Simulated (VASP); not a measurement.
Runs of VASP 6.6.1 on SiO2. The structure is tetragonal, space group P4_2/mnm (No. 136). The conventional cell has a = 4.177 Å, b = 4.177 Å, c = 2.666 Å, α = 90.00°, β = 90.00°, γ = 90.00°. O (site symmetry m2m) is surrounded by 3 Si at 1.76 to 1.81 Å. Si (site symmetry mmm) is surrounded by 6 O at 1.76 to 1.81 Å. The cell comes from a database or a generator and needn't be the stable form of this composition.

```tsv
cell	P gpa	target pressure	gap on the mesh (eV)	pressure (GPa)
relaxed to 40 GPa	40	40 GPa	6.63	40.0
relaxed	0	-	(a)	0.0
relaxed to 14 GPa	14	14 GPa	6.04	13.9
relaxed to 90 GPa	90	90 GPa	(b)	90.0
relaxed to 130 GPa	130	130 GPa	6.81	130.0
```

Alike in all rows: task relaxation of cell and atoms; level PBEsol; potentials or basis VASP PAW PBE potentials, release 64 (O, Si); no spin polarisation; k mesh 7 × 7 × 10; cutoff (eV) 600; smearing fermi-dirac 0.05 eV.

Estimate the missing entries.

(a) 5.34; (b) 6.75.

Caveats: the PAW data sets were made with another functional, which shifts forces and pressure a little; an odd mesh through Γ misses points on the zone boundary, where band edges often lie; the cell is relaxed towards a set pressure, so the enthalpy falls and the energy may rise (some runs).
